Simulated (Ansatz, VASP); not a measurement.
**Cross-check of Ru (Ruthenium) between VASP and Ansatz**

One calculation is typed for both programs; each brings its own data sets. How far apart do they land? The structure shown is the end of the Ansatz relaxation below.

Program: Ansatz 0.2.0. Level of theory: plane waves, with VASP 6.6.1 beside it; single point at PBEsol. Results are calculated unless marked as measured.

### Step 1. Set-up

It takes space group P6_3/mmc (No. 194, hexagonal). Conventional cell: a = 2.594 Å, b = 2.594 Å, c = 4.114 Å, α = 90.00°, β = 90.00°, γ = 120.00°. Nearest to Ru lie 12 Ru at 2.54 to 2.59 Å.

Structure file:

```cif
data_structure
_symmetry_space_group_name_H-M 'P6_3/mmc'
_symmetry_Int_Tables_number 194
_cell_length_a 2.5941
_cell_length_b 2.5941
_cell_length_c 4.1138
_cell_angle_alpha 90.000
_cell_angle_beta 90.000
_cell_angle_gamma 120.000
_cell_volume 23.97
loop_
_atom_site_label
_atom_site_type_symbol
_atom_site_symmetry_multiplicity
_atom_site_Wyckoff_symbol
_atom_site_fract_x
_atom_site_fract_y
_atom_site_fract_z
_atom_site_occupancy
Ru1 Ru 2 c 0.33333 0.66667 0.25000 1
```

### Step 2. Ansatz: relaxation, PBEsol

Ansatz runs on its PAW soft_1 files.

This run makes the geometry at which the two programs are then compared.

Input file input.yaml:

```yaml
crystal:
  lattice:
    - [2.5947863998, 0.0, 0.0]
    - [-1.2973931999, 2.2471509396, 0.0]
    - [0.0, 0.0, 4.1117052208]
  atoms:
    - { symbol: Ru, position: [0.3333333333, 0.6666666667, 0.25] }
    - { symbol: Ru, position: [0.6666666667, 0.3333333333, 0.75] }
kpoints:
  mp_grid: { grid: [18, 18, 12] }
hamiltonian:
  xc: pbesol
  pseudopotentials: { kind: paw, azcp: { folder: soft_1 }, xc_functional: pbe }
scf:
  occupations: { method: methfessel_paxton, width: 0.2 }
output:
  forces: true
  stress: true
  eigenvalues: true
relax:
  adjacent_minimum: "off"
  f_tol: 0.001
  max_steps: 60
  cell: { stress_tol: 0.01, fix: [volume] }
```

Started as:

```console
$ ansatz run input.yaml --threads 4 --pin off --max-ram 10240MiB --backend cpu --events-out ev --progress --plain --runs-dir out
```

Numbers of over 12 decimals in the logs are rounded to 6 here.

Output:

```text
Engine: ansatz 0.2.0, aarch64-unknown-linux-gnu
Pseudopotentials: kind: paw
Pseudopotential: Ru, paw, valence charge 16, recommended cutoff 420 eV (normal), soft_1/Ru.paw.azcp
Functional definition: PBEsol
  exchange = pbesol_x
  correlation = pbesol_c
Crystal: 2 atoms, lattice volume = 23.975 Å³
Basis set: ecut = 420 eV, 463 PW (Γ), exchange–correlation on 36×36×60 points (8 copies of the dense FFT grid, shifted against one another)
Bands: 20, of which v1, the nominal top of the filled ones, is band 16 counted from 1 (15 counted from 0)
Symmetry: 24 space group operations
Space group: P63/mmc (ITA 194), of the structure as read, at distance tolerance 2.9e-5 Å
k-points: 259 of 3888
Non-local potential: Ru, projectors of the file, l = 0: 3, l = 1: 2, l = 2: 2, l = 3: 1
PAW form: soft (Blöchl's): semilocal exchange-correlation on the pseudo side does not see the compensation charge
PAW frozen core: Ru, regenerated for the run's functional, and the local potential with it (the file was generated under x = pbe(κ = 0.804, μ = 0.219515), c = pbe(β = 0.066725))
PAW one-centre angular grid: Ru, 590 points (default); XC on 64 Gauss nodes
Initial density: superposition of atomic densities (chi_scale 0.1, normalization cell)
Initial wavefunctions: pseudopotential atomic-orbital guess
Functional: x = pbesol(κ = 0.804, μ = 0.123457), c = pbesol(β = 0.046)
SCF iter   1: F=—  HF=-11633.995173 eV  |F-HF|=—  |Δ(HF+E_count)|=         —  Δρ=1.30e-1  dr2=3.58e0  ethr=3.10e-3  ⟨swp⟩=5.0  Hψ=20234  notcnv=0
preconditioner: auto → none  [metal: Δε(μ)=0.020 eV  Ē_g=7.229 eV  σ=0.200 eV  W_gap=0.09  n_scr=8 (ndim 8)  ℏωp=30.3 eV  f_vac=0.000  D(μ)=1.33/eV (n_scr^D=10)  sad-step TF]
SCF iter   2: F=—  HF=-11633.096579 eV  |F-HF|=—  |Δ(HF+E_count)|=   8.99e-1  S|Δr|=    0.00e0  Δρ=7.05e-2  dr2=1.03e0  ethr=3.10e-3  ⟨swp⟩=2.5  Hψ=10413  notcnv=0  defer=33
SCF iter   3: F=—  HF=-11632.740570 eV  |F-HF|=—  |Δ(HF+E_count)|=   3.56e-1  S|Δr|=    0.00e0  Δρ=3.97e-3  dr2=1.49e-3  ethr=3.10e-3  ⟨swp⟩=2.0  Hψ=8206  notcnv=0  defer=33
SCF iter   4: F=—  HF=-11632.741667 eV  |F-HF|=—  |Δ(HF+E_count)|=   1.10e-3  S|Δr|=    0.00e0  Δρ=3.69e-4  dr2=1.12e-5  ethr=4.66e-6  ⟨swp⟩=2.3  Hψ=10685  notcnv=0  defer=25
SCF iter   5: F=—  HF=-11632.741676 eV  |F-HF|=—  |Δ(HF+E_count)|=   9.07e-6  S|Δr|=    0.00e0  Δρ=1.05e-4  dr2=1.94e-6  ethr=3.50e-8  ⟨swp⟩=2.2  Hψ=8772  notcnv=0  defer=25
SCF iter   6: F=-11632.741676 eV  HF=-11632.741676 eV  |F-HF|=3.42e-8  |Δ(HF+E_count)|=   6.46e-7  S|Δr|=    0.00e0  Δρ=1.87e-5  dr2=4.60e-8  ethr=3.13e-10  ⟨swp⟩=3.7  Hψ=24077  notcnv=0
SCF 1 converged in 6 iterations: F = -11632.741676 eV  dr2 = 4.60e-8
  greatest PAW one-centre occupation: 1.000 electrons in one spin orbital (limit 2), on the Ru atom at site 1 (counted from 0), in its partial waves of l = 0
relax step   1: F+E_penalty+E_count = -11632.74167551 eV  Δ(F+E_penalty+E_count) = +0.000e0 eV  max|allowed force component| = 3.701e-17 eV/Å  Δτ_max = 0.0000 Å  P = +47.095 GPa  Ω = 23.975 Å³  fix = [volume]  reactions: volume +47.095 GPa  (6 SCF iters, dr2 threshold 1.00e-7 eV, accepted)
[...]
relax step   2: F+E_penalty+E_count = -11632.74168857 eV  Δ(F+E_penalty+E_count) = -1.306e-5 eV  max|allowed force component| = 1.850e-17 eV/Å  Δτ_max = 0.0000 Å  P = +47.077 GPa  Ω = 23.975 Å³  energy of the carried Pulay correction = -1.646e-6 eV  fix = [volume]  reactions: volume +47.077 GPa  (2 SCF iters, dr2 threshold 2.00e-7 eV, accepted)
[...]
relax step   3: F+E_penalty+E_count = -11632.74169472 eV  Δ(F+E_penalty+E_count) = -6.149e-6 eV  max|allowed force component| = 2.313e-17 eV/Å  Δτ_max = 0.0000 Å  P = +47.083 GPa  Ω = 23.975 Å³  energy of the carried Pulay correction = -1.080e-6 eV  fix = [volume]  reactions: volume +47.083 GPa  (2 SCF iters, dr2 threshold 8.65e-8 eV, accepted)
[...]
relax step   4: F+E_penalty+E_count = -11632.74169330 eV  Δ(F+E_penalty+E_count) = +1.418e-6 eV  max|allowed force component| = 2.776e-17 eV/Å  Δτ_max = 0.0000 Å  P = +47.083 GPa  Ω = 23.975 Å³  fix = [volume]  reactions: volume +47.083 GPa  stress off target by 8.46e-4 GPa on what of the cell is left free  SCF on the basis re-selected at this cell (its energy is not comparable with the rows above)  (5 SCF iters)
basis re-selected at this cell: Δ(F+E_penalty+E_count) = +1.418e-6 eV, ΔP = -0.000 GPa vs the last step (what re-selecting the basis moved, of the pressure what is left beyond the Pulay correction that the steps carried, after the strain that the cell walked since its last selection, with what the two solves' SCF thresholds leave and, on support functions, any second-order correction that the steps lacked; it is no m [...]
SCF converged after 5 iterations
Stability not checked: this state was not tested for a lower state beside it, because cold or Methfessel-Paxton smearing, or corrected tetrahedra, fill the levels in a way that the test cannot read (fill_not_monotonic; see scf.lower_state_search)
Free energy (F): -11632.741693 eV
Harris-Foulkes:  -11632.741693 eV  (|F-HF|=3.64e-12)
Internal energy: -11632.742305 eV  (E = F + TS)
E sigma→0 (E₀):  -11632.741846 eV
Entropy (-TS):   0.000612 eV (0.306 meV/atom)
Fermi energy:    26.968944 eV
--- Per-component energies (eV) ---
  E_band       = -7.971787
  E_kinetic    = 932.913693
  E_local      = -2280.657949  (includes V_loc(G=0)·N_el)
  E_nonlocal   = 829.829491
  E_hartree    = 759.953801
  E_xc         = -342.719278
  E_vxc        = -435.054979  (∫ρ·V_xc dr)
  E_paw        = -6881.182247  (= ΣΔE_a)
  E_vpaw       = -574.910955  (= ΣTr[D̂ρ^β])
  E_aug_tail   = 0.001302  (compensation charges beyond the density's cutoff)
  E_ewald      = -4651.387711
  E_core_change = 0.506593  (= ΣΔE_core)
  E_smearing   = 0.000612  (= −TS)
  E_closure    = 0.000000  (closes the sum)
  Σ components = -11632.741693   (vs F -11632.741693, Δ=0.00e0)
--- Forces (eV/Å), atoms counted from 1 ---
  atom   1  Ru     0.00000000    -0.00000000     0.00000000
  atom   2  Ru     0.00000000     0.00000000     0.00000000
  max |Σ_I F_I| component: 2.78e-17 eV/Å
--- Stress (GPa, compression-positive) ---
       47.082859       0.000000       0.000000
        0.000000      47.082859      -0.000000
        0.000000      -0.000000      47.084128
  P = ⅓ Tr σ = 47.0833 GPa (470.833 kbar)
--- Band table (eV; the first three rows and the last of 259) ---
  k-point 0: bands = [... 12 lower, 24.0077, 24.6433, 24.6433, 25.3034, 25.3034, 28.3768, 28.3919, 28.3919]
  k-point 1: bands = [... 12 lower, 23.9608, 24.5864, 24.5864, 25.4354, 25.4354, 28.0961, 28.4025, 28.4025]
  k-point 2: bands = [... 12 lower, 23.8319, 24.4324, 24.4324, 25.7713, 25.7713, 27.3613, 28.4136, 28.4136]
  k-point 258: bands = [... 12 lower, 23.8021, 23.8021, 25.4948, 25.4948, 28.4569, 28.4569, 36.6102, 36.6102]
--- Relaxed structure (3 steps of the walk, 3 accepted, 1 SCFs on fresh bases) ---
  F+E_penalty+E_count = -11632.74169330 eV   max|allowed force component| = 2.776e-17 eV/Å   (the final SCF, on the basis selected at the relaxed cell)
  cell:  # Å, volume = 23.9748 Å³
    - [2.594126, 0.0, 0.0]
    - [-1.297063, 2.246579, 0.0]
    - [0.0, 0.0, 4.113800]
  atoms:
    - { symbol: Ru, position: [0.333333, 0.666667, 0.25] }
    - { symbol: Ru, position: [0.666667, 0.333333, 0.750000] }
```

In the SCF lines HF is the Harris–Foulkes energy and dr2 the Hartree energy of the density residual, in eV; the loop may stop once dr2 is under the threshold and the program's other checks hold. Hψ counts applications of the Hamiltonian.

### Step 3. VASP: single point, PBEsol, pair 1

The same cell, functional, mesh and smearing now go to VASP, with its own data sets.

Lines of VASP's logs that name or quote its potential files are left out, and so is its time.

Input file INCAR:

```
SYSTEM = Ru
PREC = Accurate
ENCUT = 500
EDIFF = 1E-06
NELM = 120
ISMEAR = 1
SIGMA = 0.2
LREAL = .FALSE.
ALGO = Normal
GGA = PS
NBANDS = 20
LASPH = .TRUE.
LORBIT = 11
LWAVE = .FALSE.
LCHARG = .FALSE.
ISIF = 2
GGA_COMPAT = .FALSE.
KPAR = 2
```

Input file POSCAR:

```
Ru
1.0
    2.5941257948      0.0000000000      0.0000000000
   -1.2970628974      2.2465788389      0.0000000000
    0.0000000000      0.0000000000      4.1137996133
Ru
2
Direct
    0.3333333334      0.6666666668      0.2500000000
    0.6666666668      0.3333333334      0.7500000000
```

Input file KPOINTS:

```
Automatic mesh
0
Gamma
18 18 12
0 0 0
```

Potentials, in the order of the species: Ru_pv (PBE family, release 64).

Started as:

```console
$ mpirun -np 2 vasp_std
```

Output:

```text
[banner, memory and clock lines left out]
running    2 mpi-ranks, on    1 nodes
 distrk:  each k-point on    1 cores,    2 groups
 distr:  one band on    1 cores,    1 groups

 POSCAR found type information on POSCAR Ru
 POSCAR found :  1 types and       2 ions
|                                                                             |
|               ----> ADVICE to this user running VASP <----                  |
|                                                                             |
|     You enforced a specific xc type in the INCAR file but a different       |
|     [... a line on the potential file left out ...]
|     I HOPE YOU KNOW WHAT YOU ARE DOING!                                     |
|                                                                             |

 LDA part: xc-table for (Slater+PW92), standard interpolation
 POSCAR, INCAR and KPOINTS ok, starting setup
 FFT: planning ... GRIDC
 FFT: planning ... GRID_SOFT
 FFT: planning ... GRID
 WAVECAR not read
 entering main loop
       N       E                     dE             d eps       ncg     rms          rms(c)
DAV:   1     0.283921524120E+03    0.28392E+03   -0.17256E+04 10384   0.154E+03
DAV:   2    -0.154337474082E+02   -0.29936E+03   -0.29068E+03 10572   0.462E+02
DAV:   3    -0.213589874988E+02   -0.59252E+01   -0.58845E+01 11896   0.731E+01
DAV:   4    -0.214042950188E+02   -0.45308E-01   -0.45241E-01 13192   0.603E+00
DAV:   5    -0.214048921865E+02   -0.59717E-03   -0.59441E-03 11480   0.611E-01    0.259E+01
DAV:   6    -0.201171327227E+02    0.12878E+01   -0.26890E+00 12088   0.167E+01    0.872E+00
DAV:   7    -0.199984919652E+02    0.11864E+00   -0.73678E-01 11684   0.673E+00    0.120E+00
DAV:   8    -0.199869137929E+02    0.11578E-01   -0.36175E-02 11504   0.206E+00    0.332E-01
DAV:   9    -0.199867851401E+02    0.12865E-03   -0.49638E-04 11896   0.202E-01    0.359E-02
DAV:  10    -0.199867872106E+02   -0.20705E-05   -0.13769E-04 11596   0.117E-01    0.310E-02
DAV:  11    -0.199867827048E+02    0.45057E-05   -0.23914E-05 11408   0.496E-02    0.265E-03
DAV:  12    -0.199867828424E+02   -0.13757E-06   -0.95068E-08  6812   0.335E-03
   1 F= -.19986783E+02 E0= -.19986987E+02  d E =0.611170E-03
```

Parts of OUTCAR (step 3):

```text
ion  position               nearest neighbor table
   1  0.333  0.667  0.250-   2 2.54   2 2.54   2 2.54   2 2.54   2 2.54   2 2.54
   2  0.667  0.333  0.750-   1 2.54   1 2.54   1 2.54   1 2.54   1 2.54   1 2.54

  LATTYP: Found a hexagonal cell.
 ALAT       =     2.5941257948
 C/A-ratio  =     1.5858134642

 Subroutine GETGRP returns: Found 24 space group operations
 (whereof 12 operations were pure point group operations)

The static configuration has the point symmetry D_3d.
 The point group associated with its full space group is D_6h.

 Found    259 irreducible k-points:

   k-points           NKPTS =    259   k-points in BZ     NKDIM =    259   number of bands    NBANDS=     20

   dimension x,y,z NGX =    20 NGY =   20 NGZ =   30
   dimension x,y,z NGXF=    40 NGYF=   40 NGZF=   60

   ENCUT  =  500.0 eV  36.75 Ry    6.06 a.u.   4.73  4.73  7.50*2*pi/ulx,y,z

   NELECT =      28.0000    total number of electrons

 k-points in reciprocal lattice and weights: Automatic mesh
   0.00000000  0.00000000  0.00000000       0.000
   0.05555556  0.00000000  0.00000000       0.002
   0.11111111  0.00000000  0.00000000       0.002
   0.16666667  0.00000000  0.00000000       0.002
   0.22222222  0.00000000  0.00000000       0.002
   0.27777778  0.00000000  0.00000000       0.002
   0.33333333  0.00000000  0.00000000       0.002
   0.38888889  0.00000000  0.00000000       0.002
   0.44444444  0.00000000  0.00000000       0.002
[...]
0.33333333  0.27777778  0.50000000       0.003
   0.33333333  0.33333333  0.50000000       0.001

 average (electrostatic) potential at core
       1 -64.8485       2 -64.8485

 E-fermi :  15.1211

 k-point     1 :       0.0000    0.0000    0.0000
  band No.  band energies     occupation
    ...
     11      12.1624      2.00000
     12      12.7985      2.00000
     13      12.7985      2.00000
     14      13.4578      2.00000
     15      13.4578      2.00000
     16      16.5247     -0.00000
     17      16.5432     -0.00000
     18      16.5432     -0.00000
     19      25.2635      0.00000
     20      25.2729      0.00000

 k-point     2 :       0.0556    0.0000    0.0000
  band No.  band energies     occupation
    ...
     11      12.4240      2.00000
     12      12.7343      2.00000
     13      12.9022      2.00000
     14      13.3166      2.00000
     15      13.3685      2.00000
     16      15.2500      0.12194
     17      16.6023     -0.00000
     18      17.9936     -0.00000
     19      25.2634      0.00000
     20      25.2730      0.00000

 k-point     3 :       0.1111    0.0000    0.0000
  band No.  band energies     occupation
    ...
     12      12.8072      2.00000
     13      12.8242      2.00000
     14      13.1319      2.00000
     15      13.2077      2.00000
     16      14.3176      2.00000
     17      16.7517     -0.00000
     18      19.5470      0.00000
     19      25.2632      0.00000
     20      25.2730      0.00000

  Total        7.0616875      7.0616875      7.0644864     -0.0000000      0.0000000      0.0000000
  in kB      471.9144210    471.9144210    472.1014629     -0.0000000      0.0000000      0.0000000
  external PRESSURE =     471.9767683 kB  Pullay stress =       0.0000000 kB

  energy-cutoff  :      500.00
  volume of cell :       23.97
      direct lattice vectors                 reciprocal lattice vectors
     2.594125795  0.000000000  0.000000000     0.385486318  0.222560629  0.000000000
    -1.297062897  2.246578839  0.000000000     0.000000000  0.445121258  0.000000000
     0.000000000  0.000000000  4.113799613     0.000000000  0.000000000  0.243084276

 POSITION                                       TOTAL-FORCE (eV/Angst)
 -----------------------------------------------------------------------------------
      0.00000      1.49772      1.02845        -0.000000     -0.000000      0.000000
      1.29706      0.74886      3.08535         0.000000      0.000000      0.000000
 -----------------------------------------------------------------------------------
    total drift:                               -0.000000     -0.000000      0.000000

  FREE ENERGIE OF THE ION-ELECTRON SYSTEM (eV)
  ---------------------------------------------------
  free  energy   TOTEN  =       -19.9867828424 eV

  energy  without entropy=      -19.9873940127  energy(sigma->0) =      -19.98698657

 total charge
# of ion       s       p       d       tot
------------------------------------------
    1        0.458   6.404   6.108  12.970
    2        0.458   6.404   6.108  12.970
--------------------------------------------------
tot          0.916  12.807  12.216  25.939

[... 3 further parts left out ...]
```

The run ends at a pressure of 47.20 GPa.

### Step 4. Differences

Known differences besides the potentials themselves: the data sets hold 32 valence electrons in Ansatz (on its PAW soft_1 files) and 28 in VASP; the cutoff is 420 eV in Ansatz and 500 eV in VASP; Ansatz makes its cores anew for this functional, VASP keeps those of its PBE data sets; Ansatz's pressure holds a Pulay correction, VASP's none. Total energies have different zeros and are not compared.

Compared:

```csv
quantity,Ansatz,VASP,difference
pressure (GPa),47.08,47.20,-0.11
```

### Step 5. Ansatz: relaxation, PBEsol

This run makes the geometry at which the two programs are then compared. The cell compared in this pair holds 24.51 Å³, against 23.97 Å³ for the pair before.

The structure compared here is the end of the Ansatz relaxation.

Changes to input.yaml since step 2:

```diff
@@ -2,5 +2,5 @@
   lattice:
-    - [2.5947863998, 0.0, 0.0]
-    - [-1.2973931999, 2.2471509396, 0.0]
-    - [0.0, 0.0, 4.1117052208]
+    - [2.6145466667, 0.0, 0.0]
+    - [-1.3072733334, 2.2642638328, 0.0]
+    - [0.0, 0.0, 4.1397843596]
   atoms:
```

Started as:

```console
$ ansatz run input.yaml --threads 4 --pin off --max-ram 10240MiB --backend cpu --events-out ev --progress --plain --runs-dir out
```

Output:

```text
[...]
Crystal: 2 atoms, lattice volume = 24.508 Å³
Basis set: ecut = 420 eV, 487 PW (Γ), exchange–correlation on 36×36×60 points (8 copies of the dense FFT grid, shifted against one another)
Bands: 20, of which v1, the nominal top of the filled ones, is band 16 counted from 1 (15 counted from 0)
Symmetry: 24 space group operations
[...]
k-points: 259 of 3888
[...]
k-point 258: bands = [... 12 lower, 23.1772, 23.1772, 24.8483, 24.8483, 27.7074, 27.7074, 35.6696, 35.6696]
--- Relaxed structure (3 steps of the walk, 3 accepted, 1 SCFs on fresh bases) ---
[...]
cell:  # Å, volume = 24.5076 Å³
    - [2.613866, 2.8859925552036685e-11, 0]
    - [-1.306933, 2.263675, 0]
    - [0, 0, 4.141939]
  atoms:
    - { symbol: Ru, position: [0.333333, 0.666667, 0.25] }
    - { symbol: Ru, position: [0.666667, 0.333333, 0.750000] }
[key lines of the parts left out:]
SCF converged after 5 iterations
Free energy (F): -11632.878437 eV
Fermi energy:    26.267498 eV
P = ⅓ Tr σ = 35.3802 GPa (353.802 kbar)
```

(Continued in part 2 of 2.)

[Lines on the potential files, build, host, timing and source positions are cut from VASP's logs without a mark.]

[Logs are printed without paths, hosts, clocks, repeated set-up lines and the standing remarks that a program may print on its own settings, such as how far it seeks lower states.]

[Hosts, paths, dates, database ids (printed as entryN), source tags and the programs' standing remarks are cut or masked in the printed files.]
